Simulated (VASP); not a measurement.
**TaRu: relaxation of the atoms with PBEsol**

TaRu, a slab with vacuum:

```xyz
8
Lattice="3.1870 0.0000 0.0000 0.0000 3.1870 0.0000 0.0000 0.0000 26.1545" Properties=species:S:1:pos:R:3 pbc="T T T"
Ta    1.5935    1.5935    7.5000
Ta    1.5935    1.5935   10.6870
Ta    1.5935    1.5935   13.8740
Ta    1.5935    1.5935   17.0610
Ru    0.0000    0.0000    9.0935
Ru    0.0000    0.0000   12.2805
Ru    0.0000    0.0000   15.4675
Ru    0.0000    0.0000   18.6545
```

* Program: VASP 6.6.1
* Task: relaxation of the atoms
* Functional: PBEsol
* Potentials or basis: VASP PAW PBE potentials, release 64 (Ta_pv, Ru_pv)
* Cutoff: 520 eV
* k mesh: 6 × 6 × 1
* Occupations: fermi-dirac, width 0.05 eV
* Spin: no spin polarisation
* Dipole correction: yes
* Atoms held fixed (from 0): [0, 4, 1, 5]
* Further INCAR settings: ALGO = Normal; EDIFF = 1e-06; IBRION = 2; EDIFFG = -0.01; NSW = 40

| Item | Value |
| --- | --- |
| Energy gained by relaxing | 86.9 meV/atom |
| Ionic steps | 18 |
| Band gap on the k mesh | none (metal or under the smearing width) |

Step by step:
| step | energy change (eV) | largest force (eV/Å) | pressure (GPa) |
| --- | --- | --- | --- |
| 1 | 0.0000 | 3.2559 | -9.04 |
| 2 | -0.5213 | 1.3116 | -7.89 |
| 3 | -0.5448 | 1.3072 | -7.38 |
| 4 | -0.5450 | 1.3080 | -7.43 |
| 5 | -0.5772 | 1.3021 | -7.18 |
| 6 | -0.6039 | 1.2937 | -6.61 |
| 7 | -0.6210 | 1.2968 | -6.42 |
| 8 | -0.6435 | 1.3130 | -5.77 |
| 9 | -0.6534 | 1.3147 | -5.62 |
| 10 | -0.6762 | 1.3209 | -5.12 |
| 11 | -0.6827 | 1.3391 | -4.07 |
| 12 | -0.6873 | 1.3300 | -4.52 |
| 13 | -0.6940 | 1.3269 | -4.56 |
| 14 | -0.6954 | 1.3263 | -4.58 |
| 15 | -0.6954 | 1.3261 | -4.58 |
| 16 | -0.6954 | 1.3258 | -4.59 |
| 17 | -0.6954 | 1.3262 | -4.59 |
| 18 | -0.6955 | 1.3256 | -4.60 |

Final structure:
```
Ta Ru
1.0
     3.18700    0.00000    0.00000
     0.00000    3.18700    0.00000
     0.00000    0.00000   26.15450
Ta Ru
4 4
Direct
  0.50000 0.50000 0.28676
  0.50000 0.50000 0.40861
  0.50000 0.50000 0.52706
  0.50000 0.50000 0.64808
  0.00000 0.00000 0.34768
  0.00000 0.00000 0.46954
  0.00000 0.00000 0.58495
  0.00000 0.00000 0.69447
```

Levels at points of the mesh, in eV from the Fermi level:
| k point | band 46 | band 47 | band 48 | band 49 | band 50 | band 51 | band 52 | band 53 | band 54 | band 55 |
| --- | --- | --- | --- | --- | --- | --- | --- | --- | --- | --- |
| (0.00, 0.00, 0.00) | -1.67 | -1.36 | -1.36 | -1.33 | -0.56 | -0.55 | -0.10 | 0.18 | 0.18 | 0.47 |
| (0.50, 0.00, 0.00) | -1.36 | -0.81 | -0.58 | -0.36 | -0.26 | -0.01 | 0.13 | 0.45 | 0.59 | 0.69 |
| (0.50, 0.50, 0.00) | -0.56 | -0.38 | -0.37 | -0.29 | -0.15 | -0.07 | 0.08 | 0.17 | 0.21 | 1.38 |

Run time: 21 min on 1 thread of Intel(R) Xeon(R) 6975P-C (Granite Rapids), on a shared host, peak memory 0.41 GiB.

Caveat: the PAW data sets were made with another functional, which shifts forces and pressure a little. Spin-orbit coupling is left out, which matters for the levels of Ta.
